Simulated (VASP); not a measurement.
A convergence study with VASP on SrO (rock salt): one setting is varied, all else stays as given below, so the limit is that of these other settings.

```yaml
crystal:
  lattice:
    - [0.00000, 2.58000, 2.58000]
    - [2.58000, 0.00000, 2.58000]
    - [2.58000, 2.58000, 0.00000]
  atoms:
    - { symbol: Sr, position: [0.00000, 0.00000, 0.00000] }
    - { symbol: O, position: [0.50000, 0.50000, 0.50000] }
```

Computed with PBE GGA, VASP's PBE PAW potentials (set 64) (plane waves; VASP). The tightest run used: 700 eV cut-off, 18×18×18 Γ-centred mesh, tetrahedra with Blöchl corrections, potentials Sr_sv O.

The reference is 18×18×18 mesh, which took about 70 core-seconds. Times come from single runs on busy shared machines, so they are rough: good to a factor of about 2.

**Question.** Of the settings 3×3×3 mesh; 4×4×4 mesh; 5×5×5 mesh; 6×6×6 mesh; 7×7×7 mesh; 8×8×8 mesh; 9×9×9 mesh; 10×10×10 mesh; 11×11×11 mesh; 12×12×12 mesh; 13×13×13 mesh; 14×14×14 mesh; 15×15×15 mesh; 16×16×16 mesh; 17×17×17 mesh; 18×18×18 mesh, which is the lowest that keeps the difference from the reference in E (eV/atom) within 0.001 from there on, and what does it cost?

**Answer.** 5×5×5 mesh; its cost over the reference is about 1/5.
| setting | difference in E (eV/atom) | cost over the reference |
|---|---|---|
| 3×3×3 mesh | 0.0122 | about 1/6 |
| 4×4×4 mesh | 0.0017 | about 1/5 |
| 5×5×5 mesh | 0.0003 | about 1/5 |
| 6×6×6 mesh | 0.0000 | about 1/4 |
| 7×7×7 mesh | 0.0000 | about 1/4 |
| 8×8×8 mesh | 0.0000 | about 1/3 |
| 9×9×9 mesh | 0.0000 | about 1/3 |
| 10×10×10 mesh | 0.0000 | about 1/3 |
| 11×11×11 mesh | 0.0000 | about 1/3 |
| 12×12×12 mesh | 0.0000 | about 1/2 |
| 13×13×13 mesh | 0.0000 | about 1/3 |
| 14×14×14 mesh | 0.0000 | within a factor of 2 |
| 15×15×15 mesh | 0.0000 | within a factor of 2 |
| 16×16×16 mesh | 0.0000 | within a factor of 2 |
| 17×17×17 mesh | 0.0000 | within a factor of 2 |
| 18×18×18 mesh | 0.0000 | reference |

Left out are rungs that failed or repeat a setting and relaxations that didn't move; long series are thinned to 24 rows.

The compound is SrO in the rock salt structure. The cell was not relaxed at this level.
